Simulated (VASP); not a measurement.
## SiO2: cell size against the level of theory

Which functional gives the lattice of SiO2 as experiment finds it, and is a dearer one worth its cost? The levels: LDA, PBE, r2SCAN, PBE + D3(BJ), r2SCAN + rVV10, BLYP + D3(BJ), optB88-vdW and SCAN. LASPH is on for some levels and off for others; the table marks which. The start is a cell from a database of measured crystal structures.

Method: LDA; plane waves and PAW (Si, O), in the first sound run; inputs show where later runs differ, in VASP 6.6.1.

Report form: the programs' logs are mostly left out.

## (1) Set-up

Before any relaxation, the start is as follows. It takes space group P3_221 (No. 154, trigonal). Conventional cell: a = 4.916 Å, b = 4.916 Å, c = 5.408 Å, α = 90.00°, β = 90.00°, γ = 120.00°. Nearest to Si lie 4 O at 1.61 Å. Nearest to O lie 2 Si at 1.61 Å. Farther neighbours and most contacts between anions are not listed.

## (2) Relaxation with LDA

The start need not lie at this functional's minimum. ISIF = 3 frees volume, shape and positions, and EDIFFG sets the threshold on forces and stress at which the search stops. LDA, the lowest rung, knows the local density alone.

The input, INCAR:

```
SYSTEM = SiO2
PREC = Accurate
ENCUT = 560
EDIFF = 1E-06
NELM = 100
ISMEAR = -1
SIGMA = 0.05
LREAL = .FALSE.
ALGO = Normal
GGA = CA
NBANDS = 33
LORBIT = 11
LWAVE = .FALSE.
LCHARG = .FALSE.
KPAR = 8
IBRION = 2
NSW = 60
ISIF = 3
EDIFFG = -0.01
```

The input, POSCAR:

```
SiO2
1.0
    4.9163600000      0.0000000000      0.0000000000
   -2.4581800000      4.2576926541      0.0000000000
    0.0000000000      0.0000000000      5.4084000000
Si O
3 6
Direct
    0.4697300000      0.0000000000      0.6666666667
    0.0000000000      0.4697300000      0.3333333333
    0.5302700000      0.5302700000      0.0000000000
    0.4135400000      0.2675800000      0.7855800000
    0.7324200000      0.1459600000      0.4522466667
    0.8540400000      0.5864600000      0.1189133333
    0.2675800000      0.4135400000      0.2144200000
    0.1459600000      0.7324200000      0.5477533333
    0.5864600000      0.8540400000      0.8810866667
```

The input, KPOINTS:

```
Automatic mesh
0
Gamma
5 5 4
0 0 0
```

PAW data sets: Si and O (PBE family, release 64).

Command:

```
mpirun -np 8 vasp_std
```

It took 1.8 min on 8 MPI ranks of AMD EPYC 9R45, shared host; peak memory 2 GiB; 11 min of CPU time.

The gap is read on the k-mesh alone, so it is an upper bound where the band edges lie off the mesh. The PAW data sets were made with PBE, though LDA sets exist; this is a small mismatch. The run keeps the 6 symmetry operations of its start, so it cannot find a distortion of lower symmetry.

Step by step (22 of 28):

| step | energy less that of the first step (eV) | largest force (eV/Å) | pressure (GPa) | volume (Å³) |
| --- | --- | --- | --- | --- |
| 1 | 0.0000 | 0.1305 | 1.24 | 113.21 |
| 2 | 0.0043 | 0.1375 | -2.04 | 114.81 |
| 4 | -0.0037 | 0.0769 | -0.21 | 113.80 |
| 5 | -0.0037 | 0.0639 | -0.19 | 113.81 |
| 6 | -0.0040 | 0.0614 | -0.18 | 113.75 |
| 7 | -0.0048 | 0.0553 | -0.16 | 113.59 |
| 9 | -0.0076 | 0.0529 | 0.00 | 112.61 |
| 10 | -0.0070 | 0.1089 | 0.13 | 111.32 |
| 11 | -0.0079 | 0.0720 | 0.05 | 112.09 |
| 13 | -0.0098 | 0.1377 | 0.12 | 111.39 |
| 14 | -0.0101 | 0.1288 | 0.10 | 111.33 |
| 15 | -0.0110 | 0.1036 | 0.08 | 111.14 |
| 16 | -0.0122 | 0.0569 | 0.03 | 110.78 |
| 18 | -0.0127 | 0.0355 | -0.03 | 110.40 |
| 19 | -0.0127 | 0.0366 | -0.03 | 110.38 |
| 20 | -0.0127 | 0.0308 | 0.00 | 110.36 |
| 22 | -0.0128 | 0.0558 | 0.23 | 110.13 |
| 23 | -0.0129 | 0.0291 | 0.11 | 110.24 |
| 24 | -0.0130 | 0.0130 | 0.10 | 110.23 |
| 25 | -0.0130 | 0.0187 | 0.07 | 110.23 |
| 27 | -0.0131 | 0.0110 | 0.01 | 110.26 |
| 28 | -0.0131 | 0.0089 | -0.03 | 110.28 |

| conventional cell, symmetrised | before | after | change |
| --- | --- | --- | --- |
| a (Å) | 4.916 | 4.865 | -1.0 % |
| b (Å) | 4.916 | 4.865 | -1.0 % |
| c (Å) | 5.408 | 5.380 | -0.5 % |
| volume (Å³/atom) | 12.58 | 12.25 | -2.6 % |

The atoms that moved most (Å, as changes of fractional coordinates times the final cell):

| atom | dx | dy | dz | length |
| --- | --- | --- | --- | --- |
| O9 | -0.020 | 0.059 | 0.045 | 0.077 |
| O6 | 0.061 | 0.012 | -0.045 | 0.077 |
| O4 | -0.041 | 0.047 | -0.045 | 0.077 |
| O7 | 0.061 | -0.012 | 0.045 | 0.077 |
| O5 | -0.020 | -0.059 | -0.045 | 0.077 |
| O8 | -0.041 | -0.047 | 0.045 | 0.077 |
| Si2 | 0.016 | -0.028 | 0.000 | 0.033 |
| Si1 | -0.033 | 0.000 | 0.000 | 0.033 |

The relaxed structure:

```
Si O
1.0
     4.86510    0.00000    0.00000
    -2.43255    4.21330    0.00000
     0.00000    0.00000    5.37980
Si O
3 6
Cartesian
  2.2526 0.0000 3.5865
  -1.1263 1.9508 1.7933
  1.3063 2.2625 0.0000
  1.3199 1.1746 4.1808
  3.1879 0.5558 2.3876
  2.7899 2.4829 0.5943
  0.3573 1.7304 1.1990
  -1.1126 3.0387 2.9922
  0.7553 3.6575 4.7855
```

A gap read on the k-mesh alone can miss the band edges.

Numbers from this step:

| Item | Value |
| --- | --- |
| electrons | 48 |
| bands | 33 |
| irreducible k-points | 17 |
| symmetry operations | 6 |
| free energy (TOTEN) | -77.7157 eV |
| Fermi energy | 2.13 eV |
| pressure | -0.02528 GPa |
| metallic | no |
| valence top at k | 0.4, 0.2, 0 |
| conduction bottom at k | 0, 0, 0 |
| least direct gap at k | 0, 0, 0 |
| SCF cycles over all ionic steps | 161 |
| gap on the k-mesh | 5.793 eV |
| least direct gap on the k-mesh | 6.057 eV |

It ends with a largest force of 0.009 eV/Å and a pressure of -0.03 GPa. The volume lies -2.6 % from that of the database's start, which holds the thermal and zero-point expansion of its experiment. The conventional cell has a = 4.865 and c = 5.380 Å.

## (3) Relaxation with PBE

This step: PBE; plane waves and PAW (Si, O) (VASP 6.6.1).

PBE, the usual starting point, adds the gradient of the density.

Changes to INCAR since step 2:

```diff
@@ -9,3 +9,3 @@
 ALGO = Normal
-GGA = CA
+GGA = PE
 NBANDS = 33
```

POSCAR is that of step 2.

KPOINTS is that of step 2.

Command:

```
mpirun -np 8 vasp_std
```

Run time: 2.6 min. Hardware: 8 MPI ranks; peak memory 2.3 GiB.

Relaxation path (22 of 31):

| step | energy less that of the first step (eV) | largest force (eV/Å) | pressure (GPa) | volume (Å³) |
| --- | --- | --- | --- | --- |
| 1 | 0.0000 | 0.3497 | 6.92 | 113.21 |
| 2 | 0.0829 | 0.6131 | -8.20 | 122.35 |
| 4 | -0.0833 | 0.0707 | 0.18 | 116.81 |
| 5 | -0.0842 | 0.0848 | 0.13 | 116.99 |
| 7 | -0.0847 | 0.0947 | 0.10 | 117.10 |
| 8 | -0.0859 | 0.0806 | 0.03 | 117.33 |
| 10 | -0.0874 | 0.0615 | -0.17 | 117.98 |
| 11 | -0.0880 | 0.0596 | -0.05 | 117.99 |
| 12 | -0.0892 | 0.0636 | 0.31 | 118.03 |
| 14 | -0.0897 | 0.0815 | 0.73 | 118.06 |
| 15 | -0.0900 | 0.0805 | 0.71 | 118.11 |
| 17 | -0.0923 | 0.0709 | 0.53 | 118.55 |
| 18 | -0.0945 | 0.0595 | 0.26 | 119.14 |
| 20 | -0.0959 | 0.0607 | -0.18 | 120.14 |
| 21 | -0.0965 | 0.0508 | -0.11 | 120.20 |
| 22 | -0.0976 | 0.0676 | 0.08 | 120.36 |
| 24 | -0.0977 | 0.0851 | 0.22 | 120.46 |
| 25 | -0.0981 | 0.0389 | 0.16 | 120.58 |
| 27 | -0.0982 | 0.0434 | 0.09 | 120.75 |
| 28 | -0.0983 | 0.0241 | 0.12 | 120.69 |
| 30 | -0.0983 | 0.0175 | 0.04 | 120.77 |
| 31 | -0.0984 | 0.0096 | -0.05 | 120.85 |

| conventional cell, symmetrised | before | after | change |
| --- | --- | --- | --- |
| a (Å) | 4.916 | 5.033 | +2.4 % |
| b (Å) | 4.916 | 5.033 | +2.4 % |
| c (Å) | 5.408 | 5.509 | +1.9 % |
| volume (Å³/atom) | 12.58 | 13.43 | +6.7 % |

The atoms that moved most (Å, as changes of fractional coordinates times the final cell):

| atom | dx | dy | dz | length |
| --- | --- | --- | --- | --- |
| O7 | -0.073 | 0.006 | -0.058 | 0.093 |
| O4 | 0.042 | -0.060 | 0.058 | 0.093 |
| O6 | -0.073 | -0.006 | 0.058 | 0.093 |
| O9 | 0.031 | -0.066 | -0.058 | 0.093 |
| O8 | 0.042 | 0.060 | -0.058 | 0.093 |
| O5 | 0.031 | 0.066 | 0.058 | 0.093 |
| Si1 | 0.039 | 0.000 | 0.000 | 0.039 |
| Si2 | -0.020 | 0.034 | 0.000 | 0.039 |

Final coordinates:

```xyz
9
Lattice="5.0328 0.0000 0.0000 -2.5164 4.3585 0.0000 0.0000 0.0000 5.5092" Properties=species:S:1:pos:R:3 pbc="T T T"
Si    2.4033    0.0000    3.6728
Si   -1.2017    2.0813    1.8364
Si    1.3147    2.2772    0.0000
O     1.4497    1.1065    4.3857
O     3.3496    0.7022    2.5493
O     2.7498    2.5497    0.7129
O     0.2334    1.8088    1.1235
O    -1.0667    3.2519    2.9599
O     0.8332    3.6563    4.7963
```

This step gave:

* free energy (TOTEN): -71.1339 eV
* Fermi energy: 1.739 eV
* pressure: -0.05087 GPa
* SCF cycles over all ionic steps: 187
* gap on the k-mesh: 5.671 eV
* least direct gap on the k-mesh: 6.005 eV

It ends at 13.43 Å³/atom, +6.7 % from the start, with -0.05 GPa left. The conventional cell has a = 5.033 and c = 5.509 Å.

## (4) Relaxation with r2SCAN

This step: r2SCAN; plane waves and PAW (Si, O) (VASP 6.6.1).

r2SCAN adds the kinetic-energy density, costs more than a GGA and is run with LASPH.

Changes to INCAR since step 3:

```diff
@@ -9,3 +9,4 @@
 ALGO = Normal
-GGA = PE
+METAGGA = R2SCAN
+LASPH = .TRUE.
 NBANDS = 33
```

POSCAR is that of step 3.

KPOINTS is that of step 3.

Command:

```
mpirun -np 8 vasp_std
```

It took 2.9 min on 8 MPI ranks; peak memory 2.4 GiB; 19 min of CPU time.

The PAW data sets were made with PBE, which is usual practice but a small mismatch for other functionals.

Relaxation path:

| step | energy less that of the first step (eV) | largest force (eV/Å) | pressure (GPa) | volume (Å³) |
| --- | --- | --- | --- | --- |
| 1 | 0.0000 | 0.0991 | 1.53 | 113.21 |
| 2 | 0.0063 | 0.1835 | -2.25 | 115.19 |
| 3 | -0.0042 | 0.0428 | 0.03 | 113.97 |
| 4 | -0.0042 | 0.0417 | 0.06 | 113.95 |
| 5 | -0.0041 | 0.0676 | -0.05 | 114.02 |
| 6 | -0.0042 | 0.0218 | 0.01 | 113.98 |
| 7 | -0.0043 | 0.0106 | -0.03 | 114.01 |
| 8 | -0.0043 | 0.0041 | -0.07 | 114.04 |

| conventional cell, symmetrised | before | after | change |
| --- | --- | --- | --- |
| a (Å) | 4.916 | 4.928 | +0.2 % |
| b (Å) | 4.916 | 4.928 | +0.2 % |
| c (Å) | 5.408 | 5.423 | +0.3 % |
| volume (Å³/atom) | 12.58 | 12.67 | +0.7 % |

Final coordinates:

```xyz
9
Lattice="4.9276 0.0000 0.0000 -2.4638 4.2674 0.0000 0.0000 0.0000 5.4233" Properties=species:S:1:pos:R:3 pbc="T T T"
Si    2.3129    0.0000    3.6155
Si   -1.1564    2.0030    1.8078
Si    1.3074    2.2644    0.0000
O     1.3774    1.1439    4.2603
O     3.2483    0.6209    2.4525
O     2.7657    2.5026    0.6448
O     0.3019    1.7648    1.1630
O    -1.0864    3.1235    2.9708
O     0.7845    3.6465    4.7785
```

It ends at 12.67 Å³/atom, +0.7 % from the start, with -0.07 GPa left. The conventional cell has a = 4.928 and c = 5.423 Å.

## (5) Relaxation with PBE + D3(BJ)

This step: PBE with D3(BJ); plane waves and PAW (Si, O) (VASP 6.6.1).

A dispersion term adds the long-range attraction that semilocal functionals lack. D3 with Becke-Johnson damping keeps a finite attraction at short range.

Changes to INCAR since step 4:

```diff
@@ -9,4 +9,4 @@
 ALGO = Normal
-METAGGA = R2SCAN
-LASPH = .TRUE.
+GGA = PE
+IVDW = 12
 NBANDS = 33
```

POSCAR is that of step 4.

KPOINTS is that of step 4.

Command:

```
mpirun -np 8 vasp_std
```

The job ended after 1.7 min (8 MPI ranks; peak memory 2.4 GiB; 12 min of CPU time).

The steps of the relaxation (22 of 24):

| step | energy less that of the first step (eV) | largest force (eV/Å) | pressure (GPa) | volume (Å³) |
| --- | --- | --- | --- | --- |
| 1 | 0.0000 | 0.3569 | 4.86 | 113.21 |
| 2 | 0.0485 | 0.4023 | -6.53 | 119.58 |
| 3 | -0.0450 | 0.0430 | -0.13 | 115.76 |
| 4 | -0.0450 | 0.0477 | -0.03 | 115.71 |
| 5 | -0.0452 | 0.0827 | -0.06 | 115.63 |
| 6 | -0.0452 | 0.0551 | -0.05 | 115.65 |
| 8 | -0.0462 | 0.0305 | -0.17 | 115.44 |
| 9 | -0.0464 | 0.0532 | -0.35 | 115.12 |
| 10 | -0.0465 | 0.0364 | -0.26 | 115.25 |
| 11 | -0.0469 | 0.0364 | -0.05 | 115.02 |
| 12 | -0.0470 | 0.0392 | 0.19 | 114.77 |
| 13 | -0.0474 | 0.0385 | 0.16 | 114.70 |
| 14 | -0.0485 | 0.0370 | 0.07 | 114.49 |
| 15 | -0.0494 | 0.0643 | -0.14 | 114.08 |
| 16 | -0.0497 | 0.0297 | -0.08 | 113.93 |
| 17 | -0.0497 | 0.0322 | -0.07 | 113.92 |
| 19 | -0.0499 | 0.0191 | 0.16 | 113.68 |
| 20 | -0.0501 | 0.0125 | 0.05 | 113.68 |
| 21 | -0.0501 | 0.0162 | -0.01 | 113.69 |
| 22 | -0.0501 | 0.0172 | -0.03 | 113.69 |
| 23 | -0.0501 | 0.0178 | -0.06 | 113.67 |
| 24 | -0.0501 | 0.0062 | -0.05 | 113.68 |

| conventional cell, symmetrised | before | after | change |
| --- | --- | --- | --- |
| a (Å) | 4.916 | 4.917 | +0.0 % |
| b (Å) | 4.916 | 4.917 | +0.0 % |
| c (Å) | 5.408 | 5.430 | +0.4 % |
| volume (Å³/atom) | 12.58 | 12.63 | +0.4 % |

The atoms that moved most (Å, as changes of fractional coordinates times the final cell):

| atom | dx | dy | dz | length |
| --- | --- | --- | --- | --- |
| O6 | 0.038 | 0.013 | -0.029 | 0.049 |
| O9 | -0.008 | 0.039 | 0.029 | 0.049 |
| O7 | 0.038 | -0.013 | 0.029 | 0.049 |
| O4 | -0.030 | 0.026 | -0.029 | 0.049 |
| O8 | -0.030 | -0.026 | 0.029 | 0.049 |
| O5 | -0.008 | -0.039 | -0.029 | 0.049 |
| Si3 | 0.009 | 0.015 | 0.000 | 0.018 |
| Si1 | -0.018 | 0.000 | 0.000 | 0.018 |

Final coordinates:

```xyz
9
Lattice="4.9166 0.0000 0.0000 -2.4583 4.2579 0.0000 0.0000 0.0000 5.4301" Properties=species:S:1:pos:R:3 pbc="T T T"
Si    2.2920    0.0000    3.6201
Si   -1.1460    1.9849    1.8100
Si    1.3123    2.2730    0.0000
O     1.3454    1.1656    4.2373
O     3.2345    0.5824    2.4272
O     2.7950    2.5099    0.6172
O     0.3367    1.7479    1.1929
O    -1.1129    3.0923    3.0029
O     0.7762    3.6755    4.8130
```

It ends at 12.63 Å³/atom, +0.4 % from the start, with -0.05 GPa left. The conventional cell has a = 4.917 and c = 5.430 Å. Against plain PBE, the dispersion term moves a by -2.3 % and c by -1.4 %.

## (6) Relaxation with r2SCAN + rVV10

This step: r2SCAN with rVV10; plane waves and PAW (Si, O) (VASP 6.6.1).

LUSE_VDW switches on a nonlocal correlation term for dispersion.

Changes to INCAR since step 5:

```diff
@@ -9,4 +9,8 @@
 ALGO = Normal
-GGA = PE
-IVDW = 12
+METAGGA = R2SCAN
+LUSE_VDW = .TRUE.
+IVDW_NL = 2
+BPARAM = 11.95
+CPARAM = 0.0093
+LASPH = .TRUE.
 NBANDS = 33
```

POSCAR is that of step 5.

KPOINTS is that of step 5.

Command:

```
mpirun -np 8 vasp_std
```

Wall time 17 min (8 MPI ranks); peak memory 4.3 GiB.

It ends at 12.26 Å³/atom, -2.5 % from the start, with 0.05 GPa left. The conventional cell has a = 4.866 and c = 5.381 Å. Against plain r2SCAN, the dispersion term moves a by -1.3 % and c by -0.8 %.

## (7) Relaxation with BLYP + D3(BJ)

This step: BLYP with D3(BJ); plane waves and PAW (Si, O) (VASP 6.6.1).

BLYP comes from molecular chemistry and underbinds dense solids.

Changes to INCAR since step 6:

```diff
@@ -9,8 +9,12 @@
 ALGO = Normal
-METAGGA = R2SCAN
-LUSE_VDW = .TRUE.
-IVDW_NL = 2
-BPARAM = 11.95
-CPARAM = 0.0093
-LASPH = .TRUE.
+GGA = B5
+ALDAX = 1
+AGGAX = 1
+AGGAC = 1
+ALDAC = 0
+IVDW = 12
+VDW_S6 = 1
+VDW_S8 = 2.6996
+VDW_A1 = 0.4298
+VDW_A2 = 4.2359
 NBANDS = 33
```

POSCAR is that of step 6.

KPOINTS is that of step 6.

Command:

```
mpirun -np 8 vasp_std
```

The job ended after 6 min (8 MPI ranks; peak memory 2.5 GiB).

It ends at 12.37 Å³/atom, -1.6 % from the start, with -0.01 GPa left. The conventional cell has a = 4.879 and c = 5.402 Å.

## (8) Relaxation with optB88-vdW

This step: optB88-vdW; plane waves and PAW (Si, O) (VASP 6.6.1).

optB88-vdW pairs nonlocal correlation with a B88-type exchange refitted to the binding of molecular dimers.

The input, INCAR:

```
SYSTEM = SiO2
PREC = Accurate
ENCUT = 560
EDIFF = 1E-06
NELM = 100
ISMEAR = -1
SIGMA = 0.05
LREAL = .FALSE.
ALGO = Normal
GGA = BO
AGGAC = 0
LUSE_VDW = .TRUE.
PARAM1 = 0.1833333333
PARAM2 = 0.22
LASPH = .TRUE.
NBANDS = 33
LORBIT = 11
LWAVE = .FALSE.
LCHARG = .FALSE.
KPAR = 8
IBRION = 2
NSW = 60
ISIF = 3
EDIFFG = -0.01
```

POSCAR is that of step 7.

KPOINTS is that of step 7.

Command:

```
mpirun -np 8 vasp_std
```

Run time: 11 min. Hardware: 8 MPI ranks; peak memory 5.1 GiB.

It ends at 12.51 Å³/atom, -0.6 % from the start, with 0.05 GPa left. The conventional cell has a = 4.896 and c = 5.421 Å.

## (9) Relaxation with SCAN

This step: SCAN; plane waves and PAW (Si, O) (VASP 6.6.1).

SCAN adds the kinetic-energy density; it is numerically more delicate than r2SCAN.

Changes to INCAR since step 8:

```diff
@@ -9,7 +9,3 @@
 ALGO = Normal
-GGA = BO
-AGGAC = 0
-LUSE_VDW = .TRUE.
-PARAM1 = 0.1833333333
-PARAM2 = 0.22
+METAGGA = SCAN
 LASPH = .TRUE.
```

POSCAR is that of step 8.

KPOINTS is that of step 8.

Command:

```
mpirun -np 8 vasp_std
```

Wall time 5.8 min (8 MPI ranks); peak memory 2.4 GiB.

It ends at 12.54 Å³/atom, -0.3 % from the start, with -0.01 GPa left. The conventional cell has a = 4.907 and c = 5.414 Å.

## (10) The cells as a table

This step: relaxed cells at several levels; plane waves and PAW (VASP 6.6.1).

Derived from the runs above.

Lengths are those of the conventional cell; cost is the wall time of each run, as given at its step, times its ranks, without the set-up around it; LASPH differs between rows, which moves results and costs too. Results by level, by row:

| level | volume (Å³/atom) | change from the start (%) | a (Å) | c (Å) | cost (core minutes) | LASPH |
| --- | --- | --- | --- | --- | --- | --- |
| LDA | 12.25 | -2.6 | 4.865 | 5.38 | 14.4 | off |
| PBE | 13.43 | 6.7 | 5.033 | 5.509 | 21.2 | off |
| r2SCAN | 12.67 | 0.7 | 4.928 | 5.423 | 23.5 | on |
| PBE + D3(BJ) | 12.63 | 0.4 | 4.917 | 5.43 | 13.7 | off |
| r2SCAN + rVV10 | 12.26 | -2.5 | 4.866 | 5.381 | 133 | on |
| BLYP + D3(BJ) | 12.37 | -1.6 | 4.879 | 5.402 | 47.7 | off |
| optB88-vdW | 12.51 | -0.6 | 4.896 | 5.421 | 88.8 | on |
| SCAN | 12.54 | -0.3 | 4.907 | 5.414 | 46.3 | on |

## (11) Results

```json
{
  "volume, LDA": "12.25 Å³/atom",
  "volume, PBE": "13.43 Å³/atom",
  "volume, r2SCAN": "12.67 Å³/atom",
  "volume, PBE + D3(BJ)": "12.63 Å³/atom",
  "volume, r2SCAN + rVV10": "12.26 Å³/atom",
  "volume, BLYP + D3(BJ)": "12.37 Å³/atom",
  "volume, optB88-vdW": "12.51 Å³/atom",
  "volume, SCAN": "12.54 Å³/atom"
}
```

In words: For SiO2 the levels give volumes between 12.25 Å³/atom (LDA) and 13.43 Å³/atom (PBE), a spread of 9.6 %, while the cost of the finished runs spans a factor of 9.7. Against the volume of the start, a cell from experiment, SCAN comes nearest (-0.3 %) and PBE lies farthest (+6.7 %); thermal expansion is in that cell alone. Within 2 % of it: r2SCAN, PBE + D3(BJ), BLYP + D3(BJ), optB88-vdW and SCAN. The costs hold the number of ionic steps as well as the price of the functional. Against the listed lengths the levels give a from -1.0 % to +2.4 % and c from -0.5 % to +1.9 %. Adding D3(BJ) to PBE changes the volume by -5.9 % (a by -2.3 % and c by -1.4 %). Adding rVV10 to r2SCAN changes the volume by -3.3 % (a by -1.3 % and c by -0.8 %). Within 0.02 Å all end in space group P3_221; the runs can't lower the symmetry of the start. LASPH is on for some levels and off for others, so differences between them are not the functional's alone. Each is a single relaxation on the plane waves of the start cell, so larger changes of volume carry a basis-set error that was not tested here. Zero-point and thermal expansion are not included.

[Lines on the potential files, build, host, timing and source positions are cut from VASP's logs without a mark.]

[Logs are printed without paths, hosts, clocks, repeated set-up lines and the standing remarks that a program may print on its own settings, such as how far it seeks lower states.]

[Hosts, paths, dates, database ids (printed as entryN), source tags and the programs' standing remarks are cut or masked in the printed files.]

[A measured line is paired with the nearest computed mode of its activity, which favours agreement.]
